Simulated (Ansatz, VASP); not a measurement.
## TeRu in VASP and in Ansatz

```
CELL_PARAMETERS angstrom
0.00000 3.11393 3.11393
3.11393 0.00000 3.11393
3.11393 3.11393 0.00000
ATOMIC_POSITIONS crystal
Ru 0.00000 0.00000 0.00000
Te 0.25000 0.25000 0.25000
```

Alike in both runs: task single point; functional LDA; k mesh 5 × 5 × 5; occupations gaussian, width 0.05 eV; collinear spin; Hubbard terms Ru d U = 6.0 eV.

|  | VASP | Ansatz |
| --- | --- | --- |
| version | VASP 6.6.1 | Ansatz 0.2.0 |
| potentials or method | VASP PAW LDA potentials, release 64 (Ru_pv, Te) | scalar-relativistic, plane waves, PAW |
| plane-wave cutoff (eV) | 520 | 420 |
| valence electrons in the cell | 20 | 32 |

```csv
,VASP,Ansatz,Ansatz less VASP
gap on the k mesh at the Fermi level (eV),none,none,-
pressure (GPa),-3.0,-1.9,+1.06
net moment per atom (μB),1.00,1.00,0.000
size of the moment on the site where the two differ most (μB),2.08,2.00,-0.079
```

Site moments also hang on the region over which each program counts them. The programs project onto different local orbitals, so the same U acts differently. A gap of «none» marks a metal or a gap that the smearing closes. The two sets of potentials don't hold the same shells in valence. Ansatz warned: «filled_band_counts_differ_across_k_points».

Caveats: the U is typed as a test and isn't derived for this compound. The runs have no spin-orbit coupling, so splittings on Te are missing. The state reached can hang on the start; a lower one may exist.
